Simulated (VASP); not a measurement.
An input for Ansatz (written as the equivalent of a VASP run, and not itself run):

Ansatz 0.2 input:
```yaml
crystal:
  lattice:
    - [0.0000000, 2.5923110, 2.5923110]
    - [2.5923110, 0.0000000, 2.5923110]
    - [2.5923110, 2.5923110, 0.0000000]
  atoms:
    - { symbol: Sr, position: [0.5000000, 0.5000000, 0.5000000] }
    - { symbol: O, position: [0.0000000, 0.0000000, 0.0000000] }
kpoints:
  mp_grid: { grid: [6, 6, 6] }
hamiltonian:
  xc: pbe
  pseudopotentials: { kind: paw }
scf:
  occupations: { method: fermi_dirac, width: 0.05 }
  max_iter: 100
output: { forces: true, stress: true, eigenvalues: true }
```

Q: Translate this input to VASP (INCAR, KPOINTS, POSCAR, choice of POTCAR).

A: Several could match; the one computed here: 
### KPOINTS
```
kpoints
0
gamma
  6 6 6
```

**INCAR**
```
SYSTEM = SrO
PREC = Accurate
ENCUT = 400
EDIFF = 1E-6
NELM = 100
ALGO = Normal
LREAL = .FALSE.
LASPH = .TRUE.
ISMEAR = -1
SIGMA = 0.05
GGA = PE
LMAXMIX = 4
LWAVE = .FALSE.
LCHARG = .FALSE.
ISIF = 2
```

POSCAR:
```
SrO
1.0
  0.0000000000   2.5923110000   2.5923110000
  2.5923110000   0.0000000000   2.5923110000
  2.5923110000   2.5923110000   0.0000000000
Sr O
1 1
direct
  0.5000000000   0.5000000000   0.5000000000
  0.0000000000   0.0000000000   0.0000000000
```

POTCAR, in this order: Sr_sv O (PBE.64 set). Program: vasp_std.

What does not carry over: each code has its own PAW files, so the cut-off isn't converted (ENCUT is set for VASP's; basis.ecutwfc is left out, and Ansatz then takes the one that its files recommend); Ansatz stops its SCF on the density residual and VASP on the energy change (EDIFF).

The structure comes from a computed database's SrO entry; how it stands against other phases isn't given here. The cell was not relaxed at this level.
